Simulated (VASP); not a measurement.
VASP input:

### KPOINTS
```
Regular mesh
0
gamma
  7 7 4
```

### POSCAR
```
ZrSe2
1
    1.9629734554    -3.3999700147     0.0000000000
    1.9629734554     3.3999700147     0.0000000000
    0.0000000000     0.0000000000     6.4259230997
Zr Se
1 2
Direct
  0.0000000000   0.0000000000   0.0000000000
  0.3333330000   0.6666670000   0.2467142228
  0.6666670000   0.3333330000   0.7532857772
```

**INCAR**
```
# general
SYSTEM    =  ZrSe2
PREC      =  Accurate
ENCUT     =  520
LREAL     =  .FALSE.
LASPH     =  .TRUE.

# electronic loop
EDIFF     =  1E-7
NELM      =  100
ALGO      =  Normal
LMAXMIX   =  4

# smearing
ISMEAR    =  -5

# functional
GGA       =  ML
LUSE_VDW  =  .TRUE.
AGGAC     =  0.0
ZAB_VDW   =  -1.8867

# ions
ISIF      =  2

# output
LWAVE     =  .FALSE.
LCHARG    =  .TRUE.
LORBIT    =  11
NEDOS     =  601

# other
LEFG      =  .TRUE.
```

POTCAR, in this order: Zr_sv Se (PBE.64 set). Program: vasp_std.

Question: Write an equivalent input for Quantum ESPRESSO's pw.x.

Answer: One equivalent input (not run):
```
&CONTROL
  calculation = 'scf'
  pseudo_dir = './pseudo'
  outdir = './out'
  tprnfor = .true.
  tstress = .true.
/
&SYSTEM
  ibrav = 0
  nat = 3
  ntyp = 2
  ecutwfc = 86
  occupations = 'tetrahedra'
  input_dft = 'vdw-df2'
/
&ELECTRONS
  conv_thr = 7.3e-09
  electron_maxstep = 100
/
ATOMIC_SPECIES
  Zr 91.224 Zr.upf
  Se 78.971 Se.upf
CELL_PARAMETERS angstrom
     1.9629735   -3.3999700    0.0000000
     1.9629735    3.3999700    0.0000000
     0.0000000    0.0000000    6.4259231
ATOMIC_POSITIONS crystal
  Zr   0.0000000  0.0000000  0.0000000
  Se   0.3333330  0.6666670  0.2467142
  Se   0.6666670  0.3333330  0.7532858
K_POINTS automatic
  7 7 4 0 0 0
```
What does not carry over: the potentials are each code's own (VASP's PAW set, PseudoDojo norm-conserving files in pw.x), so ENCUT and ecutwfc are chosen apart and not converted; conv_thr bounds pw.x's estimated SCF error, while EDIFF bounds the energy change between steps; the field gradients of LEFG aren't asked of the other code.

The compound is ZrSe2 in the 1T layered structure. It was relaxed first, which changed the volume by +13 %.
